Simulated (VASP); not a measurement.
# NAlO2H4 in VASP: reference runs

Reference runs on NAlO2H4: the cell as given.

Everything below comes from runs of VASP 6.6.1. Logs are shortened: lines on timing, memory, paths and dates and some standing lists are left out, and cuts for length are marked.

## 1. The structure

The cell holds a molecule in a box, 8 atoms: a = 13.000 Å, b = 14.000 Å, c = 11.000 Å, α = 90.00°, β = 90.00°, γ = 90.00°.

## 2. Single point, PBE

Contents of INCAR:

```
SYSTEM = AlH4NO2
PREC     = Accurate       ! precision mode
ENCUT    = 520            ! plane-wave cutoff, eV
EDIFF    = 1E-7           ! SCF threshold, eV
ISMEAR   = 0              ! smearing method
SIGMA    = 0.01           ! smearing width, eV
LREAL    = .FALSE.        ! projectors in reciprocal space
LASPH    = .TRUE.         ! aspherical terms in the spheres
NELM     = 100            ! most SCF steps
ALGO     = Normal         ! electronic algorithm
ISIF     = 2              ! what is computed and relaxed
LWAVE    = .FALSE.        ! write WAVECAR
LCHARG   = .FALSE.        ! write CHGCAR
GGA      = PE             ! functional
NBANDS   = 22             ! bands
```

Contents of KPOINTS:

```
regular mesh
0
G
  1 1 1
  0 0 0
```

Contents of POSCAR:

```
AlH4NO2
1.0
   13.0000000000      0.0000000000      0.0000000000
    0.0000000000     14.0000000000      0.0000000000
    0.0000000000      0.0000000000     11.0000000000
N Al O H
1 1 2 4
Direct
    0.4309538500      0.6087000000      0.5295909100
    0.4675153800      0.4883285700      0.5137545500
    0.5865538500      0.4532000000      0.4696000000
    0.3781307700      0.4039142900      0.5446090900
    0.4760461500      0.6657785700      0.5143181800
    0.3602461500      0.6294928600      0.5558363600
    0.6417538500      0.4955071400      0.4503454500
    0.3925384600      0.3372214300      0.5379727300
```

Potentials or basis: VASP PAW PBE potentials, release 64 (N, Al, O, H).

Launch:

```bash
cat potpaw_PBE.64/N/POTCAR potpaw_PBE.64/Al/POTCAR potpaw_PBE.64/O/POTCAR potpaw_PBE.64/H/POTCAR > POTCAR
mpirun -np 1 vasp_gam > vasp.out
```

OUTCAR:

```text
SYSTEM = AlH4NO2
   PREC = Accurate
   ENCUT = 520
   EDIFF = 1E-7
   ISMEAR = 0
   LREAL = .FALSE.
   LASPH = .TRUE.
   NELM = 100
   ISIF = 2
   GGA = PE

 ion  position               nearest neighbor table
   1  0.431  0.609  0.530-   5 1.01   6 1.01   2 1.76
   2  0.468  0.488  0.514-   4 1.69   3 1.69   1 1.76
   3  0.587  0.453  0.470-   7 0.95   2 1.69
   4  0.378  0.404  0.545-   8 0.96   2 1.69
   5  0.476  0.666  0.514-   1 1.01
   6  0.360  0.629  0.556-   1 1.01
   7  0.642  0.496  0.450-   3 0.95
   8  0.393  0.337  0.538-   4 0.96

  LATTYP: Found a simple orthorhombic cell.
 ALAT       =    11.0000000000
 B/A-ratio  =     1.1818181818
 C/A-ratio  =     1.2727272727

  Lattice vectors:

 A1 = (   0.0000000000,   0.0000000000,  11.0000000000)
 A2 = (  13.0000000000,   0.0000000000,   0.0000000000)
 A3 = (   0.0000000000,  14.0000000000,   0.0000000000)

Analysis of symmetry for initial positions (statically):
=====================================================================
 Subroutine PRICEL returns:
 Original cell was already a primitive cell.

 Routine SETGRP: Setting up the symmetry group for a
 simple orthorhombic supercell.

 Subroutine GETGRP returns: Found  1 space group operations
 (whereof  1 operations were pure point group operations)
 out of a pool of  8 trial point group operations.

The static configuration has the point symmetry C_1 .

Analysis of symmetry for dynamics (positions and initial velocities):
=====================================================================
 Subroutine PRICEL returns:
 Original cell was already a primitive cell.

 Routine SETGRP: Setting up the symmetry group for a
 simple orthorhombic supercell.

 Subroutine GETGRP returns: Found  1 space group operations
 (whereof  1 operations were pure point group operations)
 out of a pool of  8 trial point group operations.

The dynamic configuration has the point symmetry C_1 .

 Subroutine INISYM returns: Found  1 space group operations
 (whereof  1 operations are pure point group operations),
 and found     1 'primitive' translations

----------------------------------------------------------------------------------------

                                     Primitive cell

  volume of cell :    2002.0000

  direct lattice vectors                    reciprocal lattice vectors
    13.000000000  0.000000000  0.000000000     0.076923077  0.000000000  0.000000000
     0.000000000 14.000000000  0.000000000     0.000000000  0.071428571  0.000000000
     0.000000000  0.000000000 11.000000000     0.000000000  0.000000000  0.090909091

  length of vectors
    13.000000000 14.000000000 11.000000000     0.076923077  0.071428571  0.090909091

  position of ions in fractional coordinates (direct lattice)
     0.430953850  0.608700000  0.529590910
     0.467515380  0.488328570  0.513754550
     0.586553850  0.453200000  0.469600000
     0.378130770  0.403914290  0.544609090
     0.476046150  0.665778570  0.514318180
     0.360246150  0.629492860  0.555836360
     0.641753850  0.495507140  0.450345450
     0.392538460  0.337221430  0.537972730

  ion indices of the primitive-cell ions
   primitive index   ion index
                 1           1
                 2           2
                 3           3
                 4           4
                 5           5
                 6           6
                 7           7
                 8           8

----------------------------------------------------------------------------------------

 KPOINTS: regular mesh

Automatic generation of k-mesh.
 Grid dimensions read from file:
 generate k-points for:    1    1    1

 Generating k-lattice:

  Cartesian coordinates                     Fractional coordinates (reciprocal lattice)
     0.076923077  0.000000000  0.000000000     1.000000000  0.000000000  0.000000000
     0.000000000  0.071428571  0.000000000     0.000000000  1.000000000  0.000000000
     0.000000000  0.000000000  0.090909091     0.000000000  0.000000000  1.000000000

  Length of vectors
     0.076923077  0.071428571  0.090909091

  Shift w.r.t. Gamma in fractional coordinates (k-lattice)
     0.000000000  0.000000000  0.000000000

 Subroutine IBZKPT returns following result:
 ===========================================

 Found      1 irreducible k-points:

 Following reciprocal coordinates:
            Coordinates               Weight
  0.000000  0.000000  0.000000      1.000000
   k-points           NKPTS =      1   k-points in BZ     NKDIM =      1   number of bands    NBANDS=     22
   number of dos      NEDOS =    301   number of ions     NIONS =      8
   total plane-waves  NPLWV = 889056
   dimension x,y,z NGX =    98 NGY =  108 NGZ =   84
   dimension x,y,z NGXF=   196 NGYF=  216 NGZF=  168
   ions per type =               1   1   2   4
   NGX,Y,Z   is equivalent  to a cutoff of  12.53, 12.82, 12.70 a.u.
   NGXF,Y,Z  is equivalent  to a cutoff of  25.06, 25.65, 25.39 a.u.
 SYSTEM =  AlH4NO2
   PREC   = accura    normal or accurate (medium, high low for compatibility)
   ISTART =      0    job   : 0-new  1-cont  2-samecut
   ICHARG =      2    charge: 1-file 2-atom 10-const
   ISPIN  =      1    spin polarized calculation?
   LNONCOLLINEAR =      F non collinear calculations
   LSORBIT =      F    spin-orbit coupling
   LASPH  =      T    aspherical Exc in radial PAW
   ENCUT  =  520.0 eV  38.22 Ry    6.18 a.u.  24.17 26.03 20.45*2*pi/ulx,y,z
   NELM   =    100;   NELMIN=  2; NELMDL= -5     # of ELM steps
   EDIFF  = 0.1E-06   stopping-criterion for ELM
   LREAL  =      F    real-space projection
   EDIFFG = 0.1E-05   stopping-criterion for IOM
   NSW    =      0    number of steps for IOM
   IBRION =     -1    ionic relax: 0-MD 1-quasi-New 2-CG
   NFREE  =      0    steps in history (QN), initial steepest desc. (CG)
   ISIF   =      2    stress and relaxation
   ISYM   =      2    0-nonsym 1-usesym 2-fastsym
   POTIM  = 0.5000    time-step for ionic-motion
   TEBEG  =    0.0;   TEEND  =   0.0 temperature during run
   PSTRESS=    0.0 pullay stress
   NELECT =      24.0000    total number of electrons
   NUPDOWN=      -1.0000    fix difference up-down
   EMIN   =  10.00;   EMAX   =-10.00  energy-range for DOS
   EFERMI =   0.00;   METHOD = LEGACY
   ISMEAR =     0;   SIGMA  =   0.01  broadening in eV -4-tet -1-fermi 0-gaus
   EFERMI_NEDOS =   21; number of points for ismear=-14 and -15
   IALGO  =     38    algorithm
   IMIX   =      4    mixing-type and parameters
     AMIX     =   0.40;   BMIX     =  1.00
     AMIX_MAG =   1.60;   BMIX_MAG =  1.00
  volume/ion in A,a.u.               =     250.25      1688.77
  Fermi-wavevector in a.u.,A,eV,Ry     =   0.374677  0.708037  1.910026  0.140383
  Thomas-Fermi vector in A             =   1.305216
   LORBIT       =      0    0 simple, 1 ext, 2 COOP (PROOUT), +10 PAW based schemes
   GGA     = PE    functional components
   LHFCALC =     F    Hartree Fock is set to
   AEXX    =    0.0000 exact exchange contribution
   IVDW    =     0    specifies the selected vdW correction
   LEPSILON=     F    determine dielectric tensor
   LRPA    =     F    only Hartree local field effects (RPA)
 non-spin polarized calculation
 Gauss-broadening in eV      SIGMA  =   0.01
  energy-cutoff  :      520.00
  volume of cell :     2002.00
 maximum number of plane-waves:     26955
 NGX is ok and might be reduce to    98
   NGX = 49   NGY = 53   NGZ = 41

 number of electron      23.9999996 magnetization

 Free energy of the ion-electron system (eV)
  ---------------------------------------------------
  ext. energy  EPLUGINS =         0.00000000
  ---------------------------------------------------
  free energy    TOTEN  =       -43.16449418 eV

  energy without entropy =      -43.16449418  energy(sigma->0) =      -43.16449418

 E-fermi :  -5.7028     XC(G=0):  -0.6980

 val. band max:       -5.8010144358   @ k =   0.0000   0.0000   0.0000
 cond. band min:      -1.2699332969   @ k =   0.0000   0.0000   0.0000
 fundamental gap:      4.5310811390
 Fermi energy:        -5.7027902497

 k-point     1 :       0.0000    0.0000    0.0000
  band No.  band energies     occupation
      1     -24.0295      2.00000
      2     -23.7949      2.00000
      3     -20.2344      2.00000
      4     -12.2657      2.00000
      5     -11.7257      2.00000
      6     -11.3539      2.00000
[... 14 lines left out ...]
     21       1.2336      0.00000
     22       1.2633      0.00000

------------------------ aborting loop because EDIFF is reached ----------------------------------------

  FORCE on cell =-STRESS in cart. coord.  units (eV):
  Direction    XX          YY          ZZ          XY          YZ          ZX
  --------------------------------------------------------------------------------------
  -------------------------------------------------------------------------------------
  Total        1.5897087      1.7026344      0.0363829      0.2488969     -0.0459920     -0.5269524
  in kB        1.2722254      1.3625985      0.0291168      0.1991893     -0.0368069     -0.4217139
  external PRESSURE =       0.8879803 kB  Pullay stress =       0.0000000 kB

 VOLUME and BASIS-vectors are now :
 -----------------------------------------------------------------------------
  energy-cutoff  :      520.00
  volume of cell :     2002.00
      direct lattice vectors                 reciprocal lattice vectors
    13.000000000  0.000000000  0.000000000     0.076923077  0.000000000  0.000000000
     0.000000000 14.000000000  0.000000000     0.000000000  0.071428571  0.000000000
     0.000000000  0.000000000 11.000000000     0.000000000  0.000000000  0.090909091

 POSITION                                       TOTAL-FORCE (eV/Angst)
 -----------------------------------------------------------------------------------
      5.60240      8.52180      5.82550         0.004748     -0.144672     -0.003445
      6.07770      6.83660      5.65130         0.003378      0.137564      0.000292
      7.62520      6.34480      5.16560        -0.109920     -0.440036      0.026356
      4.91570      5.65480      5.99070        -0.341218      0.294202      0.110580
      6.18860      9.32090      5.65750         0.198815      0.278424     -0.057006
      4.68320      8.81290      6.11420        -0.310284      0.121397      0.098078
      8.34280      6.93710      4.95380         0.484589      0.337802     -0.143638
      5.10300      4.72110      5.91770         0.069892     -0.584681     -0.031217
 -----------------------------------------------------------------------------------
    total drift:                                0.000336     -0.000431     -0.000379

  FREE ENERGIE OF THE ION-ELECTRON SYSTEM (eV)
  ---------------------------------------------------
  free  energy   TOTEN  =       -43.1644941788 eV

  energy  without entropy=      -43.1644941788  energy(sigma->0) =      -43.16449418
```

It took 1.9 min on 1 thread of Intel Xeon 6975P-C (Granite Rapids), shared host; peak memory 1.5 GiB.

What came out:

| Property | Result |
| --- | --- |
| Free energy | -43.1645 eV |
| Largest force | 0.608 eV/Å |
| Gap between the frontier levels | 4.53 eV |

Forces on the atoms (eV/Å):
```
N    0.005 -0.145 -0.003
Al   0.003  0.138  0.000
O   -0.110 -0.440  0.026
O   -0.341  0.294  0.111
H    0.199  0.278 -0.057
H   -0.310  0.121  0.098
H    0.485  0.338 -0.144
H    0.070 -0.585 -0.031
```
